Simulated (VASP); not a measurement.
Given:

```
TiO2
1.0
   -2.95959     3.25503     3.25504
    2.95959    -3.25503     3.25504
    2.95959     3.25503    -3.25504
Ti O
4 8
Direct
  0.50168   0.75168   0.75000
  0.49832   0.24832   0.25000
  0.00000   0.00000   0.50000
  0.00000   0.50000   0.00000
  0.30454   0.30483   0.50029
  0.69546   0.69517   0.49971
  0.30454   0.80425   0.99971
  0.69546   0.19575   0.00029
  0.19518   0.24972   0.94546
  0.80482   0.75028   0.05454
  0.80425   0.24972   0.55454
  0.19575   0.75028   0.44546
```

The numbers are results of r2SCAN meta-GGA, VASP's PBE PAW potentials (set 64) (plane waves; VASP), not measurements. Numerical set-up: 520 eV cut-off, 6×6×6 Γ-centred mesh, tetrahedra with Blöchl corrections, potentials Ti_sv O.

### Question
Give the energies of bands 43 to 56 at the high-symmetry points, in eV from the valence-band maximum.

### Answer

```csv
band,Γ,X,F2,Y0,R,W,S,T
43,-0.77,-1.48,-1.49,-1.48,-1.65,-2.03,-1.70,-1.65
44,-0.72,-1.48,-1.49,-1.48,-1.65,-2.03,-1.70,-1.65
45,-0.72,-1.39,-1.46,-1.39,-1.26,-0.87,-1.09,-1.26
46,-0.49,-1.39,-1.46,-1.39,-1.26,-0.87,-1.09,-1.26
47,-0.49,-1.13,-1.16,-1.13,-0.68,-0.87,-0.77,-0.68
48,0.00,-1.13,-1.16,-1.13,-0.68,-0.87,-0.77,-0.68
49,2.21,2.25,2.29,2.25,2.62,2.91,2.28,2.62
50,2.53,2.25,2.29,2.25,2.63,2.91,2.28,2.62
51,2.77,2.88,2.89,2.88,2.99,2.91,2.89,3.00
52,2.85,2.88,2.89,2.88,3.00,2.91,2.89,3.00
53,2.86,3.31,3.11,3.31,3.33,3.55,3.38,3.33
54,2.95,3.31,3.43,3.31,3.33,3.55,3.38,3.33
55,2.95,3.56,3.52,3.56,3.65,3.56,3.58,3.65
56,3.58,3.56,3.65,3.56,3.66,3.56,3.58,3.66
```

The gap is direct, 2.21 eV, from the valence maximum at Γ to the conduction minimum at Γ.

The structure comes from a computed database's TiO2 entry (Imma); how it stands against other phases isn't given here. It was relaxed first.
